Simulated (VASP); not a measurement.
Given:

```
CELL_PARAMETERS angstrom
      1.58406    -2.74367     0.00000
      1.58406     2.74367     0.00000
      0.00000     0.00000    12.40951
ATOMIC_POSITIONS crystal
  W  0.33333 0.66667 0.25000
  W  0.66667 0.33333 0.75000
  S  0.33333 0.66667 0.87720
  S  0.66667 0.33333 0.37720
  S  0.66667 0.33333 0.12280
  S  0.33333 0.66667 0.62280
```

Computed with optB86b-vdW, VASP's PBE PAW potentials (set 64) (plane waves; VASP 6.6.1). Run with 520 eV cut-off, 9×9×2 Γ-centred mesh, tetrahedra with Blöchl corrections, potentials W_sv S.

The cores are frozen, which limits the accuracy of field gradients.

Task: Give the principal components of the electric field gradient (V/Å²) and the asymmetry η at each nucleus.

Result: 
| atom | Vxx | Vyy | Vzz | η |
|---|---|---|---|---|
| W1 | 77.0 | 77.0 | -154.1 | 0.00 |
| W2 | 77.0 | 77.0 | -154.1 | 0.00 |
| S3 | 21.3 | 21.3 | -42.5 | 0.00 |
| S4 | 21.3 | 21.3 | -42.5 | 0.00 |
| S5 | 21.3 | 21.3 | -42.5 | 0.00 |
| S6 | 21.3 | 21.3 | -42.5 | 0.00 |

The compound is WS2 in the 2H layered structure. It was relaxed first.
